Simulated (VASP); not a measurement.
# RbSr3 (Fm-3m) in VASP: notebook

Runs on RbSr3. Level: LDA. Tasks: single point.

All numbers are computed with VASP 6.6.1; they aren't measurements. Logs are shortened: lines on timing, memory, paths and dates and some standing lists are left out, and cuts for length are marked.

### 1 The structure

The structure is cubic, space group Fm-3m (No. 225). Conventional cell: a = 9.935 Å, b = 9.935 Å, c = 9.935 Å, α = 90.00°, β = 90.00°, γ = 90.00°. Around Rb (site symmetry m-3m) lie 8 Sr at 4.30 Å. Sr (site symmetry -43m) is surrounded by 4 Rb at 4.30 Å and 4 Sr at 4.30 Å. Sr (site symmetry m-3m) has 8 Sr at 4.30 Å as nearest neighbours.

The cell comes from a database or a generator and needn't be the stable form of this composition.

### 2 Single point, LDA

Input file INCAR:

```
SYSTEM = RbSr3
PREC = Accurate
ENCUT = 520
EDIFF = 1E-7
ISMEAR = -1
SIGMA = 0.1
LREAL = .False.
LASPH = .True.
NELM = 100
ALGO = Normal
ISIF = 2
LWAVE = .False.
LCHARG = .False.
NBANDS = 28
```

Input file KPOINTS:

```
regular mesh
0
Gamma
  5 5 5
  0 0 0
```

Input file POSCAR:

```
RbSr3
1.0
    0.0000000000      4.9675070000      4.9675070000
    4.9675070000      0.0000000000      4.9675070000
    4.9675070000      4.9675070000      0.0000000000
Rb Sr
1 3
Direct
    0.0000000000      0.0000000000      0.0000000000
    0.2500000000      0.2500000000      0.2500000000
    0.7500000000      0.7500000000      0.7500000000
    0.5000000000      0.5000000000      0.5000000000
```

Potentials or basis: VASP PAW LDA potentials, release 64 (Rb_sv, Sr_sv).

The run is started by

```bash
cat potpaw_LDA.64/Rb_sv/POTCAR potpaw_LDA.64/Sr_sv/POTCAR > POTCAR
mpirun -np 1 vasp_std > vasp.out
```

OUTCAR:

```text
SYSTEM = RbSr3
   PREC = Accurate
   ENCUT = 520
   EDIFF = 1E-7
   ISMEAR = -1
   LREAL = .False.
   LASPH = .True.
   NELM = 100
   ISIF = 2

 ion  position               nearest neighbor table
   1  0.000  0.000  0.000-   3 4.30   3 4.30   3 4.30   2 4.30   3 4.30   2 4.30   2 4.30   2 4.30
                             4 4.97   4 4.97   4 4.97   4 4.97   4 4.97   4 4.97
   2  0.250  0.250  0.250-   1 4.30   1 4.30   1 4.30   1 4.30   4 4.30   4 4.30   4 4.30   4 4.30
                             3 4.97   3 4.97   3 4.97   3 4.97   3 4.97   3 4.97
   3  0.750  0.750  0.750-   4 4.30   4 4.30   4 4.30   1 4.30   4 4.30   1 4.30   1 4.30   1 4.30
                             2 4.97   2 4.97   2 4.97   2 4.97   2 4.97   2 4.97
   4  0.500  0.500  0.500-   2 4.30   2 4.30   2 4.30   2 4.30   3 4.30   3 4.30   3 4.30   3 4.30
                             1 4.97   1 4.97   1 4.97   1 4.97   1 4.97   1 4.97

  LATTYP: Found a face centered cubic cell.
 ALAT       =     9.9350140000

  Lattice vectors:

 A1 = (   0.0000000000,   4.9675070000,   4.9675070000)
 A2 = (   4.9675070000,   0.0000000000,   4.9675070000)
 A3 = (   4.9675070000,   4.9675070000,   0.0000000000)

Analysis of symmetry for initial positions (statically):
=====================================================================
 Subroutine PRICEL returns:
 Original cell was already a primitive cell.

 Routine SETGRP: Setting up the symmetry group for a
 face centered cubic supercell.

 Subroutine GETGRP returns: Found 48 space group operations
 (whereof 48 operations were pure point group operations)
 out of a pool of 48 trial point group operations.

The static configuration has the point symmetry O_h .

Analysis of symmetry for dynamics (positions and initial velocities):
=====================================================================
 Subroutine PRICEL returns:
 Original cell was already a primitive cell.

 Routine SETGRP: Setting up the symmetry group for a
 face centered cubic supercell.

 Subroutine GETGRP returns: Found 48 space group operations
 (whereof 48 operations were pure point group operations)
 out of a pool of 48 trial point group operations.

The dynamic configuration has the point symmetry O_h .

 Subroutine INISYM returns: Found 48 space group operations
 (whereof 48 operations are pure point group operations),
 and found     1 'primitive' translations

[... 83 lines left out ...]
   EDIFF  = 0.1E-06   stopping-criterion for ELM
   LREAL  =      F    real-space projection
   EDIFFG = 0.1E-05   stopping-criterion for IOM
   NSW    =      0    number of steps for IOM
   IBRION =     -1    ionic relax: 0-MD 1-quasi-New 2-CG
   NFREE  =      0    steps in history (QN), initial steepest desc. (CG)
   ISIF   =      2    stress and relaxation
   ISYM   =      2    0-nonsym 1-usesym 2-fastsym
   POTIM  = 0.5000    time-step for ionic-motion
   TEBEG  =    0.0;   TEEND  =   0.0 temperature during run
   PSTRESS=    0.0 pullay stress
   NELECT =      39.0000    total number of electrons
   NUPDOWN=      -1.0000    fix difference up-down
   EMIN   =  10.00;   EMAX   =-10.00  energy-range for DOS
   EFERMI =   0.00;   METHOD = LEGACY
   ISMEAR =    -1;   SIGMA  =   0.10  broadening in eV -4-tet -1-fermi 0-gaus
   EFERMI_NEDOS =   21; number of points for ismear=-14 and -15
   IALGO  =     38    algorithm
   IMIX   =      4    mixing-type and parameters
     AMIX     =   0.40;   BMIX     =  1.00
     AMIX_MAG =   1.60;   BMIX_MAG =  1.00
  volume/ion in A,a.u.               =      61.29       413.60
  Fermi-wavevector in a.u.,A,eV,Ry     =   0.887050  1.676281 10.705838  0.786857
  Thomas-Fermi vector in A             =   2.008297
   LORBIT       =      0    0 simple, 1 ext, 2 COOP (PROOUT), +10 PAW based schemes
   GGA     = CA    functional components
   LHFCALC =     F    Hartree Fock is set to
   AEXX    =    0.0000 exact exchange contribution
   IVDW    =     0    specifies the selected vdW correction
   LEPSILON=     F    determine dielectric tensor
   LRPA    =     F    only Hartree local field effects (RPA)
 non-spin polarized calculation
  energy-cutoff  :      520.00
  volume of cell :      245.16
 maximum number of plane-waves:      6623
 NGX is ok and might be reduce to    54
   NGX = 27   NGY = 27   NGZ = 27

 number of electron      39.0000000 magnetization

 Free energy of the ion-electron system (eV)
  ---------------------------------------------------
  ext. energy  EPLUGINS =         0.00000000
  ---------------------------------------------------
  free energy    TOTEN  =        -6.18617613 eV

  energy without entropy =       -6.04857902  energy(sigma->0) =       -6.11737757

 E-fermi :   0.9562     XC(G=0):  -7.1219

 val. band max:        0.9189017680   @ k =  -0.4000   0.2000   0.0000
 cond. band min:       1.0700722355   @ k =   0.2000   0.2000   0.0000
 fundamental gap:      0.1511704675
 Fermi energy:         0.9561876136

 k-point     1 :       0.0000    0.0000    0.0000
  band No.  band energies     occupation
      1     -35.9172      2.00000
      2     -35.9155      2.00000
      3     -35.7539      2.00000
      4     -26.9889      2.00000
      5     -17.9839      2.00000
      6     -17.9839      2.00000
[... 299 lines left out ...]
     27       2.7124      0.00000
     28       3.0685      0.00000

------------------------ aborting loop because EDIFF is reached ----------------------------------------

  FORCE on cell =-STRESS in cart. coord.  units (eV):
  Direction    XX          YY          ZZ          XY          YZ          ZX
  --------------------------------------------------------------------------------------
  -------------------------------------------------------------------------------------
  Total       -1.6625947     -1.6625947     -1.6625947     -0.0000000      0.0000000      0.0000000
  in kB      -10.8655452    -10.8655452    -10.8655452     -0.0000000      0.0000000      0.0000000
  external PRESSURE =     -10.8655452 kB  Pullay stress =       0.0000000 kB

 VOLUME and BASIS-vectors are now :
 -----------------------------------------------------------------------------
  energy-cutoff  :      520.00
  volume of cell :      245.16
      direct lattice vectors                 reciprocal lattice vectors
     0.000000000  4.967507000  4.967507000    -0.100654111  0.100654111  0.100654111
     4.967507000  0.000000000  4.967507000     0.100654111 -0.100654111  0.100654111
     4.967507000  4.967507000  0.000000000     0.100654111  0.100654111 -0.100654111

 POSITION                                       TOTAL-FORCE (eV/Angst)
 -----------------------------------------------------------------------------------
      0.00000      0.00000      0.00000         0.000000     -0.000000      0.000000
      2.48375      2.48375      2.48375         0.000000      0.000000      0.000000
      7.45126      7.45126      7.45126        -0.000000     -0.000000     -0.000000
      4.96751      4.96751      4.96751         0.000000     -0.000000      0.000000
 -----------------------------------------------------------------------------------
    total drift:                                0.000000      0.000000     -0.000000

  FREE ENERGIE OF THE ION-ELECTRON SYSTEM (eV)
  ---------------------------------------------------
  free  energy   TOTEN  =        -6.1861761257 eV

  energy  without entropy=       -6.0485790201  energy(sigma->0) =       -6.11737757
```

stdout:

```text
POSCAR found type information on POSCAR RbSr
 POSCAR found :  2 types and       4 ions
 scaLAPACK will be used
 LDA part: xc-table for (Slater(with rela. corr.)+CA(PZ))
 , standard interpolation
 POSCAR, INCAR and KPOINTS ok, starting setup
 FFT: planning ... GRIDC
 FFT: planning ... GRID_SOFT
 FFT: planning ... GRID
 WAVECAR not read
 entering main loop
```

It took 1.7 min on 1 thread of Intel Xeon Platinum 8488C (Sapphire Rapids), shared host; peak memory 0.32 GiB.

Results:

```
Free energy            : -6.1862 eV
Pressure               : -1.1 GPa
Band gap on the k mesh : none (metal or under the smearing width)
```

### 3 Single point, LDA

Input file INCAR:

```
  ALGO = Normal
  EDIFF = 1E-6
  ENCUT = 520
  GGA = CA
  ISIF = 2
  ISMEAR = -1
  LASPH = True
  LCHARG = True
  LELF = True
  LREAL = False
  LVHAR = True
  LWAVE = False
  NBANDS = 28
  NELM = 100
  PREC = Accurate
  SIGMA = 0.1
```

Input file KPOINTS:

```
k-points
0
Gamma
  5 5 5
```

POSCAR is that of step 2.

Potentials or basis: VASP PAW LDA potentials, release 64 (Rb_sv, Sr_sv).

The run is started by

```bash
cat potpaw_LDA.64/Rb_sv/POTCAR potpaw_LDA.64/Sr_sv/POTCAR > POTCAR
mpirun -np 1 vasp_std > vasp.out
```

OUTCAR:

```text
EDIFF = 1E-6
   ENCUT = 520
   GGA = CA
   ISIF = 2
   ISMEAR = -1
   LASPH = True
   LREAL = False
   NELM = 100
   PREC = Accurate

 ion  position               nearest neighbor table
   1  0.000  0.000  0.000-   3 4.30   3 4.30   3 4.30   2 4.30   3 4.30   2 4.30   2 4.30   2 4.30
                             4 4.97   4 4.97   4 4.97   4 4.97   4 4.97   4 4.97
   2  0.250  0.250  0.250-   1 4.30   1 4.30   1 4.30   1 4.30   4 4.30   4 4.30   4 4.30   4 4.30
[... 500 lines left out ...]
  --------------------------------------------------------------------------------------
  -------------------------------------------------------------------------------------
  Total       -1.6671472     -1.6671472     -1.6671472     -0.0000000     -0.0000000      0.0000000
  in kB      -10.8952969    -10.8952969    -10.8952969     -0.0000000     -0.0000000      0.0000000
  external PRESSURE =     -10.8952969 kB  Pullay stress =       0.0000000 kB

 VOLUME and BASIS-vectors are now :
 -----------------------------------------------------------------------------
  energy-cutoff  :      520.00
  volume of cell :      245.16
      direct lattice vectors                 reciprocal lattice vectors
     0.000000000  4.967507000  4.967507000    -0.100654111  0.100654111  0.100654111
     4.967507000  0.000000000  4.967507000     0.100654111 -0.100654111  0.100654111
     4.967507000  4.967507000  0.000000000     0.100654111  0.100654111 -0.100654111

 POSITION                                       TOTAL-FORCE (eV/Angst)
 -----------------------------------------------------------------------------------
      0.00000      0.00000      0.00000         0.000000     -0.000000     -0.000000
      2.48375      2.48375      2.48375        -0.000000     -0.000000     -0.000000
      7.45126      7.45126      7.45126         0.000000      0.000000      0.000000
      4.96751      4.96751      4.96751         0.000000     -0.000000     -0.000000
 -----------------------------------------------------------------------------------
    total drift:                                0.000000      0.000000     -0.000000

  FREE ENERGIE OF THE ION-ELECTRON SYSTEM (eV)
  ---------------------------------------------------
  free  energy   TOTEN  =        -6.1861758318 eV

  energy  without entropy=       -6.0485910611  energy(sigma->0) =       -6.11738345
```

OSZICAR:

```text
N       E                     dE             d eps       ncg     rms          rms(c)
DAV:   1     0.251890875839E+03    0.25189E+03   -0.16982E+04   560   0.115E+03
DAV:   2     0.171624929555E+02   -0.23473E+03   -0.23152E+03   708   0.270E+02
DAV:   3    -0.482596252586E+01   -0.21988E+02   -0.21737E+02   876   0.598E+01
DAV:   4    -0.612556072779E+01   -0.12996E+01   -0.12951E+01   792   0.131E+01
DAV:   5    -0.618632655314E+01   -0.60766E-01   -0.60739E-01   808   0.255E+00    0.169E+01
DAV:   6    -0.618589244348E+01    0.43411E-03   -0.44480E-02   744   0.137E+00    0.945E+00
DAV:   7    -0.618595483308E+01   -0.62390E-04   -0.38346E-02   760   0.147E+00    0.506E-01
DAV:   8    -0.618607826997E+01   -0.12344E-03   -0.46772E-03   888   0.296E-01    0.180E-01
DAV:   9    -0.618615121318E+01   -0.72943E-04   -0.30345E-04   780   0.528E-02    0.568E-02
DAV:  10    -0.618617573004E+01   -0.24517E-04   -0.35742E-05   772   0.351E-02    0.168E-02
DAV:  11    -0.618617583177E+01   -0.10173E-06   -0.12805E-06   508   0.516E-03
   1 F= -.61861758E+01 E0= -.61173834E+01  d E =-.137585E+00
```

stdout:

```text
POSCAR found type information on POSCAR RbSr
 POSCAR found :  2 types and       4 ions
 scaLAPACK will be used
 LDA part: xc-table for (Slater(with rela. corr.)+CA(PZ))
 , standard interpolation
 POSCAR, INCAR and KPOINTS ok, starting setup
 FFT: planning ... GRIDC
 FFT: planning ... GRID_SOFT
 FFT: planning ... GRID
 WAVECAR not read
 entering main loop
```

Wall time 64 s (1 thread of Intel Xeon Platinum 8488C (Sapphire Rapids), shared host); peak memory 0.32 GiB.

Results:

* Free energy: -6.1862 eV
* Pressure: -1.1 GPa
* Band gap on the k mesh: none (metal or under the smearing width)

Levels at points of the mesh, in eV from the Fermi level:
```
           k point  band 15  band 16  band 17  band 18  band 19  band 20  band 21  band 22  band 23  band 24
(0.00, 0.00, 0.00)   -12.14   -12.14    -3.28     0.13     0.13     0.52     0.52     0.52     0.52     0.52
```
